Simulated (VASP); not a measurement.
**Be4CuSi: single point with PBE**

Crystal: Be4CuSi.

```
Cu Si Be
1.0
     0.00000    3.05927    3.05927
     3.05927    0.00000    3.05927
     3.05927    3.05927    0.00000
Cu Si Be
1 1 4
Direct
  0.25000 0.25000 0.25000
  0.00000 0.00000 0.00000
  0.12494 0.62502 0.62502
  0.62502 0.62502 0.62502
  0.62502 0.62502 0.12494
  0.62502 0.12494 0.62502
```

The cell comes from a database or a generator and needn't be the stable form of this composition.

```json
{
  "Program": "VASP 6.6.1",
  "Task": "single point",
  "Functional": "PBE",
  "Potentials or basis": "VASP PAW PBE potentials, release 64 (Cu, Si, Be)",
  "Cutoff": "520 eV",
  "k mesh": "8 × 8 × 8",
  "Occupations": "fermi-dirac, width 0.05 eV",
  "Spin": "no spin polarisation"
}
```

The pressure is -0.3 GPa and the largest force is 0.007 eV/Å. The band gap on the k mesh is none (metal or under the smearing width).

Forces on the atoms (eV/Å):
```
Cu   0.000  0.000  0.000
Si   0.000  0.000  0.000
Be   0.004 -0.004 -0.004
Be   0.004  0.004  0.004
Be  -0.004 -0.004  0.004
Be  -0.004  0.004 -0.004
```

Levels at points of the mesh, in eV from the Fermi level:
```
           k point  band 9  band 10  band 11  band 12  band 13  band 14
(0.00, 0.00, 0.00)   -2.41    -2.41    -1.05    -0.28    -0.28    -0.28
(0.50, 0.00, 0.00)   -3.46    -3.46    -1.01    -1.01    -0.84     3.28
(0.50, 0.50, 0.00)   -4.27    -3.45    -2.89     3.46     3.78     4.37
```

Run time: 36 s on 1 thread of Intel(R) Xeon(R) Platinum 8488C (Sapphire Rapids), on a shared host, peak memory 0.18 GiB.
